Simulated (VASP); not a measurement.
# Quasiparticle energies of C (Diamond) in VASP, part 7 of 7

Wanted: how far GW moves the Kohn-Sham levels of C (Diamond). The cell has space group Fd-3m. The start is a cell from a database of measured crystal structures.

VASP 6.6.1, plane waves and PAW; the level of theory is named at each step.

So far, quasiparticle gap on the mesh (eV): step 4 (evGW0, evGW0 on LDA) 5.56; step 5 (evGW, evGW on LDA) 5.80; step 6 (QPGW0, QPGW0 on LDA) 5.57.

### 10. G0W0

This step: G0W0 on HSE06; plane waves and PAW (C_GW) (VASP 6.6.1).

One pass of GW corrects the levels to first order, with G and W from the starting orbitals.

INCAR

```
SYSTEM = C
PREC = Accurate
ENCUT = 440
ISMEAR = 0
SIGMA = 0.01
LREAL = .FALSE.
LHFCALC = .TRUE.
AEXX = 0.25
GGA = PE
HFSCREEN = 0.2
LASPH = .TRUE.
NBANDS = 64
PRECFOCK = Fast
ALGO = EVGW0
NELMGW = 1
ENCUTGW = 180
NOMEGA = 48
NBANDSGW = 12
LWAVE = .FALSE.
LCHARG = .FALSE.
```

POSCAR

```
C
1.0
    0.0000000000      1.7833700000      1.7833700000
    1.7833700000      0.0000000000      1.7833700000
    1.7833700000      1.7833700000      0.0000000000
C
2
Direct
    0.7500000000      0.7500000000      0.7500000000
    0.5000000000      0.5000000000      0.5000000000
```

KPOINTS

```
Automatic mesh
0
Gamma
8 8 8
0 0 0
```

The projector-augmented-wave data sets are C_GW (LDA family, release 64).

The WAVECAR or CHGCAR of an earlier step is read.

Command:

```bash
$ mpirun -np 4 vasp_std
```

Log:

```text
[banner, memory and clock lines left out]
running    4 mpi-ranks, on    1 nodes
 distrk:  each k-point on    4 cores,    1 groups
 distr:  one band on    1 cores,    4 groups

 POSCAR found type information on POSCAR C
 POSCAR found :  1 types and       2 ions
 [... a notice as in an earlier step ...]

 [... a notice as in an earlier step ...]

 LDA part: xc-table for (Slater+PW92), standard interpolation
 found WAVECAR, reading the header
 POSCAR, INCAR and KPOINTS ok, starting setup
 FFT: planning ... GRIDC
 FFT: planning ... GRID_SOFT
 FFT: planning ... GRID
 reading WAVECAR
 the WAVECAR file was read successfully
 initial charge from wavefunction
 available memory per node:    175.54 GB, setting MAXMEM to    179751

 The Fermi energy was updated, please check that it is located mid-gap
 values below the HOMO (VB) or above the LUMO (CB) will cause erroneous energies
 E-fermi :  12.0084

 calculate exact exchange contribution
 the WAVEDER file was read successfully
energies w=
    0.000    0.000    1.272    0.000    2.538    0.000    3.794    0.000
    5.036    0.000    6.260    0.000    7.465    0.000    8.647    0.000
    9.808    0.000   10.947    0.000   12.066    0.000   13.167    0.000
   14.252    0.000   15.324    0.000   16.386    0.000   17.442    0.000
   18.497    0.000   19.554    0.000   20.617    0.000   21.693    0.000
   22.785    0.000   23.901    0.000   25.046    0.000   26.229    0.000
   27.457    0.000   28.739    0.000   30.086    0.000   31.512    0.000
   33.031    0.000   34.662    0.000   36.426    0.000   38.349    0.000
   40.465    0.000   42.815    0.000   45.454    0.000   48.448    0.000
   51.889    0.000   55.899    0.000   60.647    0.000   66.370    0.000
   73.418    0.000   82.319    0.000   93.923    0.000  109.672    0.000
  132.243    0.000  167.209    0.000  228.432    0.000  362.583    0.000
 responsefunction array rank=      72
 LDA part: xc-table for (Slater+PW92), standard interpolation

 min. memory requirement per mpi rank    170.0 MB, per node    680.0 MB

 allocating  12 responsefunctions rank=    72
 shmem allocating  48 responsefunctions rank=    72
 response function shared by NCSHMEM nodes    1
 Doing           12  frequencies on each core in blocks of           48
NQ=   1    0.0000    0.0000    0.0000,
|.........|.........|.........|.........|.........|.........|.........|.........
 performed        290000 updates of chi_q(r,r)
 total number of BLAS operations          8.08 Gflops
NQ=   2    0.1250    0.0000    0.0000,
|.........|.........|.........|.........|.........|.........|.........|.........
 performed        793000 updates of chi_q(r,r)
 total number of BLAS operations         23.58 Gflops
NQ=   3    0.2500    0.0000    0.0000,
|.........|.........|.........|.........|.........|.........|.........|.........
 performed       1296000 updates of chi_q(r,r)
 total number of BLAS operations         39.07 Gflops
NQ=   4    0.3750    0.0000    0.0000,
|.........|.........|.........|.........|.........|.........|.........|.........
 performed       1799000 updates of chi_q(r,r)
 total number of BLAS operations         55.58 Gflops
NQ=   5    0.5000    0.0000    0.0000,
|.........|.........|.........|.........|.........|.........|.........|.........
 performed       2216000 updates of chi_q(r,r)
 total number of BLAS operations         71.96 Gflops
NQ=   6    0.1250    0.1250    0.0000,
|.........|.........|.........|.........|.........|.........|.........|.........
 performed       2707000 updates of chi_q(r,r)
 total number of BLAS operations         86.11 Gflops
NQ=   7    0.2500    0.1250    0.0000,
|.........|.........|.........|.........|.........|.........|.........|.........
 performed       3524000 updates of chi_q(r,r)
 total number of BLAS operations        111.24 Gflops
NQ=   8    0.3750    0.1250    0.0000,
|.........|.........|.........|.........|.........|.........|.........|.........
 performed       4341000 updates of chi_q(r,r)
 total number of BLAS operations        136.37 Gflops
NQ=   9    0.5000    0.1250    0.0000,
|.........|.........|.........|.........|.........|.........|.........|.........
 performed       5158000 updates of chi_q(r,r)
 total number of BLAS operations        163.99 Gflops
NQ=  10   -0.3750    0.1250    0.0000,
|.........|.........|.........|.........|.........|.........|.........|.........
 performed       5975000 updates of chi_q(r,r)
 total number of BLAS operations        190.77 Gflops
NQ=  11   -0.2500    0.1250    0.0000,
|.........|.........|.........|.........|.........|.........|.........|.........
 performed       6792000 updates of chi_q(r,r)
 total number of BLAS operations        215.90 Gflops
NQ=  12   -0.1250    0.1250    0.0000,
|.........|.........|.........|.........|.........|.........|.........|.........
 performed       7461000 updates of chi_q(r,r)
 total number of BLAS operations        235.83 Gflops
NQ=  13    0.2500    0.2500    0.0000,
|.........|.........|.........|.........|.........|.........|.........|.........
 performed       7952000 updates of chi_q(r,r)
 total number of BLAS operations        249.99 Gflops
NQ=  14    0.3750    0.2500    0.0000,
|.........|.........|.........|.........|.........|.........|.........|.........
 performed       8769000 updates of chi_q(r,r)
 total number of BLAS operations        276.76 Gflops
NQ=  15    0.5000    0.2500    0.0000,
|.........|.........|.........|.........|.........|.........|.........|.........
 performed       9586000 updates of chi_q(r,r)
 total number of BLAS operations        302.71 Gflops
NQ=  16   -0.3750    0.2500    0.0000,
|.........|.........|.........|.........|.........|.........|.........|.........
 performed      10403000 updates of chi_q(r,r)
 total number of BLAS operations        327.03 Gflops
NQ=  17   -0.2500    0.2500    0.0000,
|.........|.........|.........|.........|.........|.........|.........|.........
 performed      11072000 updates of chi_q(r,r)
 total number of BLAS operations        345.68 Gflops
NQ=  18    0.3750    0.3750    0.0000,
|.........|.........|.........|.........|.........|.........|.........|.........
 performed      11563000 updates of chi_q(r,r)
 total number of BLAS operations        361.79 Gflops
NQ=  19    0.5000    0.3750    0.0000,
|.........|.........|.........|.........|.........|.........|.........|.........
 performed      12380000 updates of chi_q(r,r)
 total number of BLAS operations        386.92 Gflops
NQ=  20   -0.3750    0.3750    0.0000,
|.........|.........|.........|.........|.........|.........|.........|.........
 performed      13049000 updates of chi_q(r,r)
 total number of BLAS operations        410.97 Gflops
NQ=  21    0.5000    0.5000    0.0000,
|.........|.........|.........|.........|.........|.........|.........|.........
 performed      13425000 updates of chi_q(r,r)
 total number of BLAS operations        423.30 Gflops
NQ=  22    0.3750    0.2500    0.1250,
|.........|.........|.........|.........|.........|.........|.........|.........
 performed      14328000 updates of chi_q(r,r)
 total number of BLAS operations        450.19 Gflops
NQ=  23    0.5000    0.2500    0.1250,
|.........|.........|.........|.........|.........|.........|.........|.........
 performed      15360000 updates of chi_q(r,r)
 total number of BLAS operations        481.93 Gflops
NQ=  24   -0.3750    0.2500    0.1250,
|.........|.........|.........|.........|.........|.........|.........|.........
 performed      16207000 updates of chi_q(r,r)
 total number of BLAS operations        508.00 Gflops
NQ=  25    0.5000    0.3750    0.1250,
|.........|.........|.........|.........|.........|.........|.........|.........
 performed      17110000 updates of chi_q(r,r)
 total number of BLAS operations        535.78 Gflops
NQ=  26   -0.3750    0.3750    0.1250,
|.........|.........|.........|.........|.........|.........|.........|.........
 performed      18142000 updates of chi_q(r,r)
 total number of BLAS operations        567.52 Gflops
NQ=  27   -0.2500    0.3750    0.1250,
|.........|.........|.........|.........|.........|.........|.........|.........
 performed      18989000 updates of chi_q(r,r)
 total number of BLAS operations        592.76 Gflops
NQ=  28   -0.3750    0.5000    0.1250,
|.........|.........|.........|.........|.........|.........|.........|.........
 performed      19660000 updates of chi_q(r,r)
 total number of BLAS operations        613.40 Gflops
NQ=  29   -0.2500    0.5000    0.2500,
|.........|.........|.........|.........|.........|.........|.........|.........
 performed      20145000 updates of chi_q(r,r)
 total number of BLAS operations        625.58 Gflops
 resolving degeneracies of screened two electron integrals

 calculate QP shifts <psi_nk| G(iteration)W_0 |psi_nk>: iteration 1
 entering main loop
```

The job ended after 1.8 min (4 MPI ranks of AMD EPYC 7R43, shared host; peak memory 1.1 GiB).

From OUTCAR (step 10):

```text
   NELECT =       8.0000    total number of electrons

 E-fermi :  12.0084

 QP shifts <psi_nk| G(iteration)W_0 |psi_nk>: iteration 1
 for sc-GW calculations column KS-energies equals QP-energies in previous step
 and V_xc(KS)=  KS-energies - (<T + V_ion + V_H > + <T+V_H+V_ion>^1  + <V_x>^1)
 k-point   1 :       0.0000    0.0000    0.0000
  band No.  KS-energies  QP-energies   sigma(KS)   V_xc(KS)     V^pw_x(r,r')   Z            occupation Imag(sigma)
      1     -14.1688     -14.0465     -17.3027     -17.4605     -25.4433       0.7749       2.0000       1.3366
      2       9.3601       9.1113     -17.6340     -17.3396     -19.2065       0.8452       2.0000       0.0697
      3       9.3601       9.1113     -17.6340     -17.3396     -19.2065       0.8452       2.0000       0.0697
      4       9.3601       9.1113     -17.6340     -17.3396     -19.2065       0.8452       2.0000       0.0697
      5      16.3534      16.8969     -13.9773     -14.6225      -9.2576       0.8423       0.0000      -0.0933
      6      16.3534      16.8969     -13.9773     -14.6225      -9.2576       0.8423       0.0000      -0.0933
      7      16.3534      16.8969     -13.9773     -14.6225      -9.2576       0.8423       0.0000      -0.0933
      8      24.6001      24.7413     -14.7249     -14.9025      -7.7169       0.7945       0.0000      -0.2136
    ...

 k-point   2 :       0.1250    0.0000    0.0000
  band No.  KS-energies  QP-energies   sigma(KS)   V_xc(KS)     V^pw_x(r,r')   Z            occupation Imag(sigma)
      1     -13.7015     -13.5800     -17.2982     -17.4547     -25.3351       0.7766       2.0000       1.2834
      2       6.7618       6.4831     -17.3582     -17.0252     -19.5002       0.8369       2.0000       0.0865
      3       8.6700       8.4213     -17.5311     -17.2360     -19.2436       0.8428       2.0000       0.0731
      4       8.6700       8.4213     -17.5311     -17.2360     -19.2436       0.8428       2.0000       0.0731
      5      17.2741      17.8142     -14.0643     -14.7078      -9.1305       0.8392       0.0000      -0.1001
      6      17.2741      17.8142     -14.0643     -14.7078      -9.1305       0.8392       0.0000      -0.1001
      7      17.6727      18.1560     -14.1767     -14.7531      -9.2248       0.8384       0.0000      -0.1017
      8      25.0076      25.1715     -14.5322     -14.7386      -7.4518       0.7943       0.0000      -0.2225
    ...

[... 9 parts as in an earlier step ...]

[... 7 further parts left out ...]
```

This step gave:

```yaml
quasiparticle_gap_on_the_mesh: 5.825 eV
smallest_direct_quasiparticle_gap_on_the_mesh: 7.786 eV
gap_of_the_starting_orbitals_on_the_mesh: 5.297 eV
```

GW takes the gap from 5.297 to 5.825 eV. That is +442 meV against the one-shot pass on LDA. The value holds for 64 bands, ENCUTGW = 180 eV and this mesh, and isn't shown to be converged in them.

### 11. Summary

This step: GW series: evGW0 on LDA, evGW on LDA, QPGW0 on LDA, G0W0 on HSE06; plane waves and PAW (VASP 6.6.1).

No new run; the numbers come from the runs before.

Cost is wall time times ranks on a shared host, with the step that makes the empty bands. GW runs:

| level | bands | ENCUTGW (eV) | NOMEGA | k mesh | starting gap (eV) | quasiparticle gap (eV) | direct gap (eV) | cost (core minutes) |
| --- | --- | --- | --- | --- | --- | --- | --- | --- |
| evGW0 on LDA | 64 | 180 | 48 | 8x8x8 | 4.103 | 5.556 | 7.511 | 30.43 |
| evGW on LDA | 64 | 180 | 48 | 8x8x8 | 4.103 | 5.801 | 7.773 | 33.23 |
| QPGW0 on LDA | 64 | 180 | 48 | 8x8x8 | 4.103 | 5.568 | 7.483 | 132.7 |
| G0W0 on HSE06 | 64 | 180 | 48 | 8x8x8 | 5.297 | 5.825 | 7.786 | 24.8 |

### 12. Summary of results

```yaml
evgw0_on_lda_64_bands_encutgw_180_ev_nomega_48_mesh_8x8x8: 4.103 → 5.556 eV
evgw_on_lda_64_bands_encutgw_180_ev_nomega_48_mesh_8x8x8: 4.103 → 5.801 eV
qpgw0_on_lda_64_bands_encutgw_180_ev_nomega_48_mesh_8x8x8: 4.103 → 5.568 eV
g0w0_on_hse06_64_bands_encutgw_180_ev_nomega_48_mesh_8x8x8: 5.297 → 5.825 eV
```

In words: evGW0 gives a quasiparticle gap of 5.556 eV on the mesh, 1.45 eV over the LDA gap on the same mesh. On mesh and path the starting valence top lies at Γ and the conduction bottom at (0.364, 0, 0.364), so the starting gap is indirect. At the starting level the gap on the GW mesh lies within 20 meV of that on the path. Over the final values of the levels run here the gap spans 5.56 to 5.83 eV. In evGW0 the first pass, which is the one-shot result, gives 5.383 eV and pass 4 gives 5.556 eV; the last pass changed the gap by +3 meV, so the loop is converged. In evGW the first pass, which is the one-shot result, gives 5.383 eV and pass 4 gives 5.801 eV; the last pass changed the gap by +20 meV, so more passes would move it further. In QPGW0 the first pass gives 5.348 eV and pass 4 gives 5.568 eV; the last pass changed the gap by +22 meV, so more passes would move it further. One-shot gaps: 5.383 eV from LDA and 5.825 eV from HSE06. The starting gaps span 1.19 eV and the one-shot gaps 0.44 eV. Bands, response cutoff and mesh weren't tested for convergence. The given cell is kept, although it stands at -18.2 GPa at LDA and ENCUT = 440 eV, which holds the mismatch of the given cell with this functional, any error of the entry itself and any basis-set error. A pressure this large can come from the functional, from the basis set at a fixed cutoff or from the given cell; in a stiff crystal it means a small strain, in a soft one a large. Not tabulated here, as repeats of values shown or as unfit to read for their mesh, reference level or band range: eps2 curves (empty bands); eps1 curves and static values (empty bands); gaps (empty bands).

[Lines on the potential files, build, host, timing and source positions are cut from VASP's logs without a mark.]

[Logs are printed without paths, hosts, clocks, repeated set-up lines and the standing remarks that a program may print on its own settings, such as how far it seeks lower states.]

[Hosts, paths, dates, database ids (printed as entryN), source tags and the programs' standing remarks are cut or masked in the printed files.]

[Pressures printed for these runs are not shown converged in the cutoff: they can be off by several GPa and have the wrong sign.]

[In band tables of VASP the shares of atoms and orbitals are scaled to a sum of 1 inside the atoms' spheres.]
